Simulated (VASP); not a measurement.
VASP ran on this input.

**KPOINTS**
```
Automatic
0
gamma
  5 5 5
0 0 0
```

INCAR:
```
SYSTEM=BaLiF3
PREC=Accurate; ENCUT=520; LREAL=.FALSE.
LASPH=.TRUE.
EDIFF=1E-6; NELM=100; ALGO=Normal
LMAXMIX=4
ISMEAR=0; SIGMA=0.05
GGA=PS
IBRION=2; NSW=60; ISIF=3
EDIFFG=-0.02
LWAVE=.FALSE.; LCHARG=.FALSE.
```

POSCAR:
```
BaLiF3
1
    3.9721025115    -0.0000000000    -0.0000000000
    0.0000000000     3.9721025115     0.0000000000
    0.0000000000    -0.0000000000     3.9721025115
Ba Li F
1 1 3
Direct
  0.0000000000   0.0000000000   0.0000000000
  0.5000000000   0.5000000000   0.5000000000
  0.0000000000   0.5000000000   0.5000000000
  0.5000000000   0.0000000000   0.5000000000
  0.5000000000   0.5000000000   0.0000000000
```

POTCAR, in this order: Ba_sv Li_sv F (PBE.64 set). Program: vasp_std.

Question: Translate this PBEsol calculation to Ansatz.

Answer: One equivalent input (not run):
Ansatz 0.2 input:
```yaml
crystal:
  lattice:
    - [3.9721025, 0.0000000, 0.0000000]
    - [0.0000000, 3.9721025, 0.0000000]
    - [0.0000000, 0.0000000, 3.9721025]
  atoms:
    - { symbol: Ba, position: [0.0000000, 0.0000000, 0.0000000] }
    - { symbol: Li, position: [0.5000000, 0.5000000, 0.5000000] }
    - { symbol: F, position: [0.0000000, 0.5000000, 0.5000000] }
    - { symbol: F, position: [0.5000000, 0.0000000, 0.5000000] }
    - { symbol: F, position: [0.5000000, 0.5000000, 0.0000000] }
kpoints:
  mp_grid: { grid: [5, 5, 5] }
hamiltonian:
  xc: pbesol
  pseudopotentials: { kind: paw }
scf:
  occupations: { method: gaussian, width: 0.05 }
  max_iter: 100
relax:
  max_steps: 60
  f_tol: 0.02
  cell: {}
output: { forces: true, stress: true, eigenvalues: true }
```
Limits of the translation: each code has its own PAW files, so the cut-off isn't converted (ENCUT is set for VASP's; basis.ecutwfc is left out, and Ansatz then takes the one that its files recommend); Ansatz stops its SCF on the density residual and VASP on the energy change (EDIFF).

The structure comes from a computed database's BaLiF3 entry (Pm-3m); how it stands against other phases isn't given here. It was relaxed first. The start is the result of an earlier pass.
